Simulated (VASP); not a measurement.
All values below come from revPBE GGA, VASP's PBE PAW potentials (set 64) (plane waves; VASP).

Input for VASP

### POSCAR
```
Er
1
    1.7800000000    -3.0830500000     0.0000000000
    1.7800000000     3.0830500000     0.0000000000
    0.0000000000     0.0000000000     5.5900000000
Er
2
Direct
  0.3333330000   0.6666670000   0.2500000000
  0.6666670000   0.3333330000   0.7500000000
```

**KPOINTS**
```
Automatic mesh
0
Gamma
11 11 6
0 0 0
```

INCAR:
```
# general
SYSTEM  = Er
PREC    = Accurate
ENCUT   = 520
LREAL   = .False.
LASPH   = .True.

# electronic loop
EDIFF   = 1E-6
NELM    = 100
ALGO    = Normal
LMAXMIX = 6

# smearing
ISMEAR  = 1
SIGMA   = 0.1

# functional
GGA     = RE

# ions
IBRION  = 2
NSW     = 60
ISIF    = 3
EDIFFG  = -0.01

# output
LWAVE   = .False.
LCHARG  = .False.
```

POTCAR, in this order: Er_3 (PBE.64 set). Program: vasp_std.

The 4f electrons are frozen in the core of the lanthanide potential, so 4f levels, which can set the real gap, and their magnetism are missing. Energy and stress use the plane-wave basis of the starting cell.

**Question.** Estimate the energy per atom (σ→0), volume per atom, band gap (on the k-mesh).

**Answer.** 
```json
{
 "energy per atom (σ→0)": "-407.5 kJ/mol-atom",
 "band gap (on the k-mesh)": "none (metal, semimetal or under 0.01 eV)",
 "volume_per_atom": "31.74 Å^3/atom"
}
```

**OSZICAR**
```
...
   5 F= -.84467865E+01 E0= -.84475420E+01  d E =-.153627E-03
       N       E                     dE             d eps       ncg     rms          rms(c)
DAV:   1    -0.844701201118E+01   -0.22601E-03   -0.10303E-02  2464   0.128E+00    0.709E-02
DAV:   2    -0.844688800991E+01    0.12400E-03   -0.28914E-04  2732   0.253E-01    0.434E-02
DAV:   3    -0.844682248580E+01    0.65524E-04   -0.77786E-05  3163   0.119E-01    0.217E-02
DAV:   4    -0.844682263270E+01   -0.14690E-06   -0.10495E-05  2291   0.307E-02    0.123E-02
DAV:   5    -0.844682309766E+01   -0.46496E-06   -0.10039E-06  1383   0.125E-02
   6 F= -.84468231E+01 E0= -.84475478E+01  d E =-.190180E-03
```

The compound is Er in the hcp structure. This run relaxes it. Symmetry was kept, so distortions that lower it aren't found.
